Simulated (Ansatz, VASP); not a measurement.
# Cross-check of GeMo between VASP and Ansatz

Wanted: the spread between two codes on one cell, functional and k mesh. The cell is invented: As first built, before any earlier steps moved the atoms (in the runner's words): it takes the TiMo structure with some of its atoms replaced by other elements, volume scaled by an estimate. It may not be a known or stable phase. The cell is a member of a volume series, scaled by 0.94 from a relaxed one, so a pressure remains.

Main program and level: Ansatz 0.2.0; plane waves, with VASP 6.6.1 beside it; single point at PBE with D3(BJ).

## 1. Set-up

It takes space group Cmmm (No. 65, orthorhombic). The conventional cell has a = 3.148 Å, b = 4.602 Å, c = 3.957 Å, α = 90.00°, β = 90.00°, γ = 90.00°. Mo has 4 Ge at 2.53 Å and 4 Mo at 2.79 Å nearest. Ge has 4 Mo at 2.53 Å and 4 Ge at 2.79 Å nearest. As first built, before any earlier steps moved the atoms (in the runner's words): sites of the TiMo structure (space group 65) filled with other elements, volume scaled by an estimate. Farther neighbours are not listed.

Structure file:

```cif
data_structure
_symmetry_space_group_name_H-M 'Cmmm'
_symmetry_Int_Tables_number 65
_cell_length_a 3.1477
_cell_length_b 4.6020
_cell_length_c 3.9567
_cell_angle_alpha 90.000
_cell_angle_beta 90.000
_cell_angle_gamma 90.000
_cell_volume 57.32
loop_
_atom_site_label
_atom_site_type_symbol
_atom_site_symmetry_multiplicity
_atom_site_Wyckoff_symbol
_atom_site_fract_x
_atom_site_fract_y
_atom_site_fract_z
_atom_site_occupancy
Mo1 Mo 2 a 0.00000 0.00000 0.00000 1
Ge1 Ge 2 c 0.50000 0.00000 0.50000 1
```

## 2. Ansatz: single point, PBE with D3(BJ), volume scaled by 0.94

Ansatz runs on its default PAW (the set named soft_2) files.

A single point gives forces, pressure and levels at one fixed geometry, so differences don't come from the geometry; what else differs is listed under the comparison.

Contents of input.yaml:

```yaml
crystal:
  lattice:
    - [1.5738519892, -2.3009973559, 0.0]
    - [1.5738519892, 2.3009973559, 0.0]
    - [0.0, 0.0, 3.9567467959]
  atoms:
    - { symbol: Mo, position: [0.0, 0.0, 0.0] }
    - { symbol: Ge, position: [0.5, 0.5, 0.5] }
hamiltonian:
  xc: pbe
  pseudopotentials: { kind: paw }
  dispersion: d3bj
kpoints:
  mp_grid: { grid: [10, 10, 7] }
scf:
  occupations: { method: gaussian, width: 0.05 }
  n_extra_bands: 4
output:
  forces: true
  stress: true
  eigenvalues: true
```

Run with:

```console
> ansatz run input.yaml --threads 2 --pin off --max-ram 4608MiB --backend cpu --events-out ev --progress --plain --runs-dir out
```

Numbers of over 12 decimals in the logs are rounded to 6 here.

The program printed:

```text
scf.n_extra_bands = 4 over 14 filled bands (N_el = 28.0): the run solves 18 bands
Engine: ansatz 0.2.0, aarch64-unknown-linux-gnu
Pseudopotentials: kind: paw
Pseudopotential: Mo, paw, valence charge 14, recommended cutoff 420 eV (normal), Mo.paw.azcp
Pseudopotential: Ge, paw, valence charge 14, recommended cutoff 420 eV (normal), Ge.paw.azcp
Functional definition: PBE
  parameter kappa = 0.804
  parameter beta = 0.066725
  exchange = pbe_x(kappa = kappa, mu = beta*pi^2/3)
  correlation = pbe_c(beta = beta)
Crystal: 2 atoms, lattice volume = 28.658 Å³
Basis set: ecut = 420 eV, 559 PW (Γ), exchange–correlation on 40×40×54 points (8 copies of the dense FFT grid, shifted against one another)
Bands: 18, of which v1, the nominal top of the filled ones, is band 14 counted from 1 (13 counted from 0)
Symmetry: 8 space group operations
Space group: Cmmm (ITA 65), of the structure as read, at distance tolerance 3.1e-5 Å
k-points: 124 of 700
Non-local potential: Mo, projectors of the file, l = 0: 3, l = 1: 2, l = 2: 2, l = 3: 1
Non-local potential: Ge, projectors of the file, l = 0: 2, l = 1: 2, l = 2: 3, l = 3: 1
PAW form: soft (Blöchl's): semilocal exchange-correlation on the pseudo side does not see the compensation charge
PAW one-centre angular grid: Mo, 590 points (default); XC on 64 Gauss nodes
PAW one-centre angular grid: Ge, 590 points (default); XC on 64 Gauss nodes
Initial density: superposition of atomic densities (neutral atoms: chi_scale 0, normalization atom), corrected by the library's trained network
Initial wavefunctions: pseudopotential atomic-orbital guess
Functional: x = pbe(κ = 0.804, μ = 0.219515), c = pbe(β = 0.066725)
SCF iter   1: F=—  HF=-9251.670782 eV  |F-HF|=—  |Δ(HF+E_count)|=         —  Δρ=6.72e-3  dr2=5.80e-3  ethr=1.77e-3  ⟨swp⟩=5.7  Hψ=10835  notcnv=0
preconditioner: auto → none  [metal: Δε(μ)=0.015 eV  Ē_g=17.741 eV  σ=0.050 eV  W_gap=0.17  n_scr=6 (ndim 8)  ℏωp=31.0 eV  f_vac=0.000  D(μ)=1.50/eV (n_scr^D=16)  sad-step TF]
SCF iter   2: F=—  HF=-9251.669815 eV  |F-HF|=—  |Δ(HF+E_count)|=   9.67e-4  Δρ=3.63e-3  dr2=1.71e-3  ethr=2.07e-5  ⟨swp⟩=1.3  Hψ=3326  notcnv=0
SCF iter   3: F=—  HF=-9251.669554 eV  |F-HF|=—  |Δ(HF+E_count)|=   2.61e-4  Δρ=2.73e-4  dr2=1.23e-5  ethr=6.11e-6  ⟨swp⟩=2.6  Hψ=3658  notcnv=0
SCF iter   4: F=—  HF=-9251.669536 eV  |F-HF|=—  |Δ(HF+E_count)|=   1.80e-5  Δρ=7.20e-5  dr2=8.91e-7  ethr=4.39e-8  ⟨swp⟩=2.0  Hψ=3483  notcnv=0
SCF iter   5: F=—  HF=-9251.669535 eV  |F-HF|=—  |Δ(HF+E_count)|=   8.10e-7  Δρ=1.72e-5  dr2=6.09e-8  ethr=3.18e-9  ⟨swp⟩=2.0  Hψ=3451  notcnv=0
SCF iter   6: F=-9251.669535 eV  HF=-9251.669535 eV  |F-HF|=5.22e-10  |Δ(HF+E_count)|=   3.66e-8  Δρ=4.67e-6  dr2=1.55e-9  ethr=2.18e-10  ⟨swp⟩=4.5  Hψ=7103  notcnv=0
SCF 1 converged in 6 iterations: F = -9251.669535 eV  dr2 = 1.55e-9
  greatest PAW one-centre occupation: 0.999 electrons in one spin orbital (limit 2), on the Ge atom at site 1 (counted from 0), in its partial waves of l = 2
SCF converged after 6 iterations
Free energy (F): -9251.669535 eV
Harris-Foulkes:  -9251.669535 eV  (|F-HF|=5.22e-10)
Internal energy: -9251.667815 eV  (E = F + TS)
E sigma→0 (E₀):  -9251.668675 eV
Entropy (-TS):   -0.001720 eV (-0.860 meV/atom)
Fermi energy:    19.708557 eV
--- Per-component energies (eV) ---
  E_band       = -77.558221
  E_kinetic    = 560.168923
  E_local      = -2635.718506  (includes V_loc(G=0)·N_el)
  E_nonlocal   = 563.429057
  E_hartree    = 1094.927343
  E_xc         = -262.085002
  E_vxc        = -297.755129  (∫ρ·V_xc dr)
  E_paw        = -5221.851906  (= ΣΔE_a)
  E_vpaw       = -457.537666  (= ΣTr[D̂ρ^β])
  E_aug_tail   = 0.000381  (compensation charges beyond the density's cutoff)
  E_ewald      = -3349.311292
  E_disp       = -1.226812  (pairwise vdW)
  E_smearing   = -0.001720  (= −TS)
  E_closure    = 0.000000  (closes the sum)
  Σ components = -9251.669535   (vs F -9251.669535, Δ=0.00e0)
--- Forces (eV/Å), atoms counted from 1 ---
  atom   1  Mo     0.00000000     0.00000000     0.00000000
  atom   2  Ge    -0.00000000     0.00000000     0.00000000
  max |Σ_I F_I| component: 2.96e-30 eV/Å
--- Stress (GPa, compression-positive) ---
       14.943128      -0.000000      -0.000000
       -0.000000      11.922559       0.000000
       -0.000000       0.000000      15.697940
  P = ⅓ Tr σ = 14.1879 GPa (141.879 kbar)
--- Band table (eV; the first three rows and the last of 124) ---
  k-point 0: bands = [... 10 lower, 15.1233, 17.1483, 17.1491, 19.9453, 20.1881, 21.3147, 25.9009, 25.9545]
  k-point 1: bands = [... 10 lower, 14.5481, 17.1626, 17.1973, 19.8816, 19.9686, 21.2470, 26.5824, 26.7059]
  k-point 2: bands = [... 10 lower, 13.3117, 17.1933, 17.3119, 19.3285, 20.0056, 21.1022, 27.6492, 28.1784]
  k-point 123: bands = [... 10 lower, 13.1905, 14.3823, 16.4486, 19.4730, 20.9941, 23.0974, 23.3907, 25.3003]
```

The job ended after 2.7 s (2 threads of Arm Neoverse N1, shared host; peak memory 0.35 GiB; 5 s of CPU time).

The run ends at a pressure of 14.19 GPa.

## 3. VASP: single point, PBE with D3(BJ), volume scaled by 0.94

The same cell, functional, mesh and smearing now go to VASP, with its own data sets and cutoff.

Lines of VASP's logs that name or quote its potential files are left out, and so is its time.

Contents of INCAR:

```
SYSTEM = GeMo
PREC = Accurate
ENCUT = 410
EDIFF = 1E-06
NELM = 100
ISMEAR = 0
SIGMA = 0.05
LREAL = .FALSE.
ALGO = Normal
GGA = PE
IVDW = 12
NBANDS = 20
LORBIT = 11
LWAVE = .FALSE.
LCHARG = .FALSE.
ISIF = 2
```

Contents of POSCAR:

```
GeMo
1.0
    1.5738519892     -2.3009973559      0.0000000000
    1.5738519892      2.3009973559      0.0000000000
    0.0000000000      0.0000000000      3.9567467959
Mo Ge
1 1
Direct
    0.0000000000      0.0000000000      0.0000000000
    0.5000000000      0.5000000000      0.5000000000
```

Contents of KPOINTS:

```
Automatic mesh
0
Gamma
10 10 7
0 0 0
```

The projector-augmented-wave data sets are Mo_sv and Ge_d (PBE family, release 64).

Run with:

```console
> mpirun -np 1 vasp_std
```

The program printed:

```text
[banner, memory and clock lines left out]
running    1 mpi-ranks, on    1 nodes
 distrk:  each k-point on    1 cores,    1 groups
 distr:  one band on    1 cores,    1 groups

 POSCAR found type information on POSCAR MoGe
 POSCAR found :  2 types and       2 ions
 LDA part: xc-table for (Slater+PW92), standard interpolation
 POSCAR, INCAR and KPOINTS ok, starting setup
 FFT: planning ... GRIDC
 FFT: planning ... GRID_SOFT
 FFT: planning ... GRID
 WAVECAR not read
 entering main loop
       N       E                     dE             d eps       ncg     rms          rms(c)
DAV:   1     0.196566553481E+03    0.19657E+03   -0.12859E+04  6016   0.296E+03
DAV:   2     0.701432729238E+00   -0.19587E+03   -0.18917E+03  5144   0.572E+02
DAV:   3    -0.151585150234E+02   -0.15860E+02   -0.15462E+02  5528   0.111E+02
DAV:   4    -0.154732160471E+02   -0.31470E+00   -0.31404E+00  5512   0.163E+01
DAV:   5    -0.154768869608E+02   -0.36709E-02   -0.36707E-02  5592   0.199E+00    0.171E+01
DAV:   6    -0.149623927478E+02    0.51449E+00   -0.17992E+00  5364   0.100E+01    0.496E+00
DAV:   7    -0.148929960046E+02    0.69397E-01   -0.16971E-01  6320   0.507E+00    0.281E+00
DAV:   8    -0.148751460484E+02    0.17850E-01   -0.40033E-02  5436   0.187E+00    0.304E-01
DAV:   9    -0.148742255990E+02    0.92045E-03   -0.26584E-03  5940   0.802E-01    0.831E-02
DAV:  10    -0.148742371492E+02   -0.11550E-04   -0.97388E-05  5640   0.101E-01    0.386E-02
DAV:  11    -0.148742365411E+02    0.60809E-06   -0.33160E-05  6612   0.944E-02    0.700E-03
DAV:  12    -0.148742366395E+02   -0.98422E-07   -0.20682E-06  3664   0.184E-02
   1 F= -.16100710E+02 E0= -.16099852E+02  d E =-.171516E-02
```

Parts of OUTCAR (step 3):

```text
ion  position               nearest neighbor table
   1  0.000  0.000  0.000-   2 2.53   2 2.53   2 2.53   2 2.53   2 3.03   2 3.03   2 3.03   2 3.03

  LATTYP: Found a base centered orthorhombic cell.
 ALAT       =     3.1477039784
 B/A-ratio  =     1.4620163597
 C/A-ratio  =     1.2570263351

 Subroutine GETGRP returns: Found  8 space group operations
 (whereof  8 operations were pure point group operations)

The static configuration has the point symmetry D_2h.

 Found    124 irreducible k-points:

   k-points           NKPTS =    124   k-points in BZ     NKDIM =    124   number of bands    NBANDS=     20

   dimension x,y,z NGX =    18 NGY =   18 NGZ =   28
   dimension x,y,z NGXF=    36 NGYF=   36 NGZF=   56

   ENCUT  =  410.0 eV  30.13 Ry    5.49 a.u.   4.60  4.60  6.53*2*pi/ulx,y,z

   NELECT =      28.0000    total number of electrons

 k-points in reciprocal lattice and weights: Automatic mesh
   0.00000000  0.00000000  0.00000000       0.001
   0.10000000  0.00000000  0.00000000       0.006
   0.20000000  0.00000000  0.00000000       0.006
   0.30000000  0.00000000  0.00000000       0.006
   0.40000000  0.00000000  0.00000000       0.006
   0.50000000  0.00000000  0.00000000       0.003
   0.10000000  0.10000000  0.00000000       0.003
   0.20000000  0.10000000  0.00000000       0.006
   0.30000000  0.10000000  0.00000000       0.006
[...]
-0.40000000  0.40000000  0.42857143       0.006
   0.50000000  0.50000000  0.42857143       0.003

 average (electrostatic) potential at core
       1 -69.5196       2 -67.4343

 E-fermi :  12.2315

 k-point     1 :       0.0000    0.0000    0.0000
  band No.  band energies     occupation
    ...
      9     -12.6959      2.00000
     10      -1.3005      2.00000
     11       7.6425      2.00000
     12       9.6708      2.00000
     13       9.6709      2.00000
     14      12.4653      0.00000
     15      12.7144      0.00000
     16      13.8387      0.00000
     17      18.4200      0.00000
     18      18.4854      0.00000
    ...

 k-point     2 :       0.1000    0.0000    0.0000
  band No.  band energies     occupation
    ...
      9     -12.6993      2.00000
     10      -1.0594      2.00000
     11       7.8897      2.00000
     12       9.2050      2.00000
     13       9.6431      2.00000
     14      12.4138      0.00000
     15      13.1914      0.00000
     16      13.8634      0.00000
     17      16.8099      0.00000
     18      18.9012      0.00000
    ...

 k-point     3 :       0.2000    0.0000    0.0000
  band No.  band energies     occupation
    ...
      9     -12.7012      2.00000
     10      -0.3502      2.00000
     11       8.3489      2.00000
     12       8.3797      2.00000
     13       9.3668      2.00000
     14      12.6596      0.00000
     15      13.2983      0.00000
     16      14.6723      0.00000
     17      14.7915      0.00000
     18      18.3806      0.00000
    ...

 Edisp (eV)   -1.22647

  Total       2.63835     2.06526     2.78232     0.00000     0.00000     0.00000
  in kB     147.50071   115.46135   155.54973     0.00000     0.00000     0.00000
  external pressure =      139.50 kB  Pullay stress =        0.00 kB

  energy-cutoff  :      410.00
  volume of cell :       28.66
      direct lattice vectors                 reciprocal lattice vectors
     1.573851989 -2.300997356  0.000000000     0.317691882 -0.217297077  0.000000000
     1.573851989  2.300997356  0.000000000     0.317691882  0.217297077  0.000000000
     0.000000000  0.000000000  3.956746796     0.000000000  0.000000000  0.252732877

 POSITION                                       TOTAL-FORCE (eV/Angst)
 -----------------------------------------------------------------------------------
      0.00000      0.00000      0.00000        -0.000000     -0.000000      0.000000
      1.57385      0.00000      1.97837         0.000000      0.000000      0.000000
 -----------------------------------------------------------------------------------
    total drift:                               -0.000000     -0.000000     -0.000000

  FREE ENERGIE OF THE ION-ELECTRON SYSTEM (eV)
  ---------------------------------------------------
  free  energy   TOTEN  =       -16.1007099894 eV

  energy  without entropy=      -16.0989948306  energy(sigma->0) =      -16.09985241

 total charge
# of ion       s       p       d       tot
------------------------------------------
    1        2.306   6.182   4.152  12.640
    2        1.154   1.281  10.125  12.560
--------------------------------------------------
tot          3.459   7.463  14.278  25.200

[... 3 further parts left out ...]
```

The run ends at a pressure of 13.95 GPa.

## 4. Side by side

Known differences besides the potentials themselves: the cutoff is 420 eV in Ansatz and 410 eV in VASP; VASP leaves aspherical gradient terms in its spheres out (LASPH is not set), Ansatz keeps them. Total energies have different zeros and are not compared.

The two programs side by side:

```csv
quantity,Ansatz,VASP,difference
pressure (GPa),14.19,13.95,+0.24
pressure without Ansatz's Pulay correction (GPa),14.13,13.95,+0.18
```

Ansatz's pressure holds a Pulay correction of 0.05 GPa; VASP's holds none.

## 5. Outcome

- difference in pressure (single point, PBE with D3(BJ), volume scaled by 0.94): 0.24 GPa

What this shows: The difference in pressure is 0.24 GPa (single point, PBE with D3(BJ), volume scaled by 0.94), within the 1 GPa picked in this series as the mark of a large difference. Such differences can come from data sets, numerical settings and the points named under the comparisons, not from the functional's error against experiment.

[Lines on the potential files, build, host, timing and source positions are cut from VASP's logs without a mark.]

[Logs are printed without paths, hosts, clocks, repeated set-up lines and the standing remarks that a program may print on its own settings, such as how far it seeks lower states.]

[Hosts, paths, dates, database ids (printed as entryN), source tags and the programs' standing remarks are cut or masked in the printed files.]
